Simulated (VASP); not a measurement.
KCdF3, 5 atoms in the cell. The structure is cubic, space group Pm-3m (No. 221). Conventional cell: a = 4.382 Å, b = 4.382 Å, c = 4.382 Å, α = 90.00°, β = 90.00°, γ = 90.00°. Around K (site symmetry m-3m) lie 12 F at 3.10 Å. Cd (site symmetry m-3m) is surrounded by 6 F at 2.19 Å. F (site symmetry 4/mmm) has 2 Cd at 2.19 Å as nearest neighbours. The cell comes from a database or a generator and needn't be the stable form of this composition.

* Program: VASP 6.6.1
* Task: single point
* Functional: LDA
* Potentials or basis: VASP PAW LDA potentials, release 64 (K_sv, Cd, F)
* Cutoff: 520 eV
* k mesh: 6 × 6 × 6
* Occupations: gaussian, width 0.05 eV
* Spin: no spin polarisation
* Dipole correction: no
* Further INCAR settings: ALGO = Normal; EDIFF = 1e-06; NBANDS = 29

Potentials or basis: VASP PAW LDA potentials, release 64 (K_sv, Cd, F).

Launch:

```console
$ cat potpaw_LDA.64/K_sv/POTCAR potpaw_LDA.64/Cd/POTCAR potpaw_LDA.64/F/POTCAR > POTCAR
$ mpirun -np 1 vasp_std > vasp.out
```

Hardware: 1 thread of Intel(R) Xeon(R) Platinum 8488C (Sapphire Rapids) (shared host).

**Question.** Estimate the wall time of this run.

**Answer.** Wall time 36 s on 1 thread of Intel(R) Xeon(R) Platinum 8488C (Sapphire Rapids), on a shared host, peak memory 0.19 GiB. Counts: scf iterations 13, k points 20.
